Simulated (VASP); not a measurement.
OSZICAR of a VASP run on BAs (zinc blende):

File OSZICAR:
```
       N       E                     dE             d eps       ncg     rms          rms(c)
DAV:   1     0.398303344640E+01    0.39830E+01   -0.44673E+03   752   0.102E+03
DAV:   2    -0.234782043605E+02   -0.27461E+02   -0.26737E+02  1120   0.118E+02
DAV:   3    -0.238538657652E+02   -0.37566E+00   -0.37566E+00   872   0.184E+01
DAV:   4    -0.238543966479E+02   -0.53088E-03   -0.53088E-03  1120   0.775E-01
DAV:   5    -0.238543968184E+02   -0.17050E-06   -0.17064E-06   880   0.102E-02    0.501E+00
DAV:   6    -0.222086306140E+02    0.16458E+01   -0.10606E+00   920   0.736E+00    0.291E+00
DAV:   7    -0.220355172697E+02    0.17311E+00   -0.46639E-01   816   0.438E+00    0.825E-01
DAV:   8    -0.220711106826E+02   -0.35593E-01   -0.21763E-01   752   0.432E+00    0.391E-01
DAV:   9    -0.222133716803E+02   -0.14226E+00   -0.19070E-02   792   0.130E+00    0.204E-01
DAV:  10    -0.222169444933E+02   -0.35728E-02   -0.22175E-04  1112   0.148E-01    0.199E-01
DAV:  11    -0.222311727268E+02   -0.14228E-01   -0.68840E-04   760   0.311E-01    0.153E-01
DAV:  12    -0.222568989109E+02   -0.25726E-01   -0.12305E-02   928   0.119E+00    0.944E-02
DAV:  13    -0.222568485736E+02    0.50337E-04   -0.13655E-04   752   0.136E-01    0.712E-02
DAV:  14    -0.222568466261E+02    0.19474E-05   -0.16761E-05  1056   0.460E-02    0.430E-02
DAV:  15    -0.222568947388E+02   -0.48113E-04   -0.32844E-05  1008   0.630E-02    0.465E-03
DAV:  16    -0.222569052464E+02   -0.10508E-04   -0.76894E-06  1064   0.291E-02    0.149E-02
DAV:  17    -0.222569064872E+02   -0.12408E-05   -0.24467E-06   888   0.194E-02    0.399E-03
DAV:  18    -0.222569080794E+02   -0.15922E-05   -0.47094E-07   896   0.642E-03    0.140E-03
DAV:  19    -0.222569075460E+02    0.53336E-06   -0.13514E-07   376   0.277E-03    0.529E-04
DAV:  20    -0.222569076312E+02   -0.85132E-07   -0.10073E-08   376   0.109E-03
   1 F= -.22086992E+02 E0= -.22086992E+02  d E =-.220870E+02
```

Problem. Which electronic solver shows in the log?

Solution. It is blocked Davidson (ALGO = Normal, or the opening steps of other solvers). The INCAR had ALGO = Normal.

Problem. Can the final energy be trusted as converged?

Solution. The run converged. It stopped with EDIFF = 1E-7, NELM = 100, NSW = 40 and EDIFFG = -0.01 after 1 ionic step (r2SCAN meta-GGA, plane waves, VASP's PBE PAW potentials (set 64)).

The compound is BAs in the zinc blende structure. It was relaxed first under an external pressure of 1 GPa.
